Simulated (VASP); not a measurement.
VASP 6.6.1 run: Zn$_{2}$C

INCAR

```
EDIFF = 1E-7
LREAL = .FALSE.
GGA = PE
SIGMA = 0.02
LDAUU = 0 6.0
NELM = 120
ISIF = 2
IBRION = -1
LASPH = .TRUE.
ENCUT = 520
MAGMOM = 3 3 -3
ISMEAR = -1
PREC = Normal
ISPIN = 2
LDAU = .TRUE.
LDAUTYPE = 2
LWAVE = .FALSE.
LDAUJ = 0 0
NSW = 0
LCHARG = .FALSE.
LMAXMIX = 4
NBANDS = 21
LDAUL = -1 2
```

KPOINTS

```
KPOINTS created by Atomic Simulation Environment
0
Gamma
8 8 8
0 0 0
```

POSCAR

```
C  Zn
 1.0000000000000000
    -0.0000000000000000    2.5779490358415575    2.5779490358415575
     2.5779490358415575   -0.0000000000000000    2.5779490358415575
     2.5779490358415575    2.5779490358415575    0.0000000000000000
 C   Zn
   1   2
Cartesian
  0.0000000000000000 -0.0000000000000000  0.0000000000000000
  1.2889745179207788  1.2889745179207788  1.2889745179207788
  3.8669235537623363  3.8669235537623363  3.8669235537623363
```

The recommended PBE PAW datasets give the neutral cell 28 valence electrons.

Command

```
mpirun -np 1 vasp_std
```

**Question.** Predict the outcome of this run.

**Answer.** It converged. Results: pressure -3.6 GPa; magnetic moment of the cell 0.00 μB.

OSZICAR

```
N       E                     dE             d eps       ncg     rms          rms(c)
DAV:   1     0.160082496612E+03    0.16008E+03   -0.14304E+04  2468   0.209E+03
DAV:   2     0.123343846920E+02   -0.14775E+03   -0.14143E+03  2496   0.355E+02
DAV:   3    -0.836440791170E+00   -0.13171E+02   -0.13041E+02  2761   0.104E+02
DAV:   4    -0.103256632348E+01   -0.19613E+00   -0.19602E+00  2606   0.131E+01
DAV:   5    -0.103323121761E+01   -0.66489E-03   -0.66489E-03  2806   0.720E-01    0.318E+01
DAV:   6    -0.726437739857E+01   -0.62311E+01   -0.85330E+00  3231   0.948E+01    0.146E+01
DAV:   7    -0.851377104880E+01   -0.12494E+01   -0.17963E+00  3146   0.349E+01    0.692E+00
DAV:   8    -0.859735376004E+01   -0.83583E-01   -0.29558E-01  2998   0.104E+01    0.360E+00
DAV:   9    -0.859957899805E+01   -0.22252E-02   -0.71623E-02  3012   0.341E+00    0.111E+00
DAV:  10    -0.860114025270E+01   -0.15613E-02   -0.92147E-03  2590   0.346E+00    0.236E-01
DAV:  11    -0.860162933821E+01   -0.48909E-03   -0.13793E-03  2804   0.789E-01    0.894E-02
DAV:  12    -0.860176621518E+01   -0.13688E-03   -0.30074E-04  2996   0.433E-01    0.515E-02
DAV:  13    -0.860179154464E+01   -0.25329E-04   -0.55234E-05  2888   0.188E-01    0.179E-02
DAV:  14    -0.860179694834E+01   -0.54037E-05   -0.14180E-05  2574   0.945E-02    0.567E-03
DAV:  15    -0.860179720049E+01   -0.25215E-06   -0.33965E-06  2831   0.299E-02    0.273E-03
DAV:  16    -0.860179732993E+01   -0.12944E-06   -0.41600E-07  2551   0.782E-03    0.156E-03
DAV:  17    -0.860179737176E+01   -0.41830E-07   -0.61937E-08  2145   0.296E-03
   1 F= -.86017974E+01 E0= -.86017973E+01  d E =-.478152E-07  mag=    -0.0000
```

For comparison, a separate PBE run of the intended cell, on usual settings and not on those above, gives a gap of 0.00 eV on its mesh and a pressure of 4.9 GPa.
